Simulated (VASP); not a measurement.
An input for Quantum ESPRESSO's pw.x (written as the equivalent of a VASP run, and not itself run):

```
&CONTROL
  calculation = 'scf'
  pseudo_dir = './pseudo'
  outdir = './out'
  tprnfor = .true.
  tstress = .true.
/
&SYSTEM
  ibrav = 0
  nat = 3
  ntyp = 2
  ecutwfc = 72
  occupations = 'tetrahedra'
  input_dft = 'vdw-df-ob86'
/
&ELECTRONS
  conv_thr = 7.3e-09
  electron_maxstep = 100
/
ATOMIC_SPECIES
  Sn 118.710 Sn.upf
  S 32.060 S.upf
CELL_PARAMETERS angstrom
     1.8426340   -3.1915360    0.0000000
     1.8426340    3.1915360    0.0000000
    -0.0000000   -0.0000000    5.8844526
ATOMIC_POSITIONS crystal
  Sn   1.0000000  0.0000000  1.0000000
  S    0.3333330  0.6666670  0.2516301
  S    0.6666670  0.3333330  0.7483699
K_POINTS automatic
  8 8 4 0 0 0
```

Problem. Translate this input to VASP (INCAR, KPOINTS, POSCAR, choice of POTCAR).

Solution. Several could match; the one computed here: 
**INCAR**
```
SYSTEM = SnS2
PREC = Accurate
ENCUT = 520
EDIFF = 1E-7
NELM = 100
ALGO = Normal
LREAL = .FALSE.
LASPH = .TRUE.
ISMEAR = -5
GGA = MK
PARAM1 = 0.1234
PARAM2 = 1.0
LUSE_VDW = .TRUE.
AGGAC = 0.0
LMAXMIX = 4
LWAVE = .FALSE.
LCHARG = .TRUE.
LORBIT = 11
NEDOS = 601
ISIF = 2
LEFG = .TRUE.
```

**KPOINTS**
```
kpoints
0
Gamma
 8 8 4
```

### POSCAR
```
SnS2
3.6852680
  0.5000000033  -0.8660254867   0.0000000000
  0.5000000033   0.8660254867   0.0000000000
  0.0000000000   0.0000000000   1.5967502536
Sn S
1 2
Cartesian
  0.5000000033  -0.8660254867   1.5967502536
  0.5000000033   0.2886757396   0.4017904196
  0.5000000033  -0.2886757396   1.1949598340
```

POTCAR, in this order: Sn_d S (PBE.64 set). Program: vasp_std.

The two are equivalent in intent, not identical: the potentials are each code's own (VASP's PAW set, PseudoDojo norm-conserving files in pw.x), so ENCUT and ecutwfc are chosen apart and not converted; conv_thr bounds pw.x's estimated SCF error, while EDIFF bounds the energy change between steps; the field gradients of LEFG aren't asked of the other code.

The compound is SnS2 in the 1T layered structure. It was relaxed first.
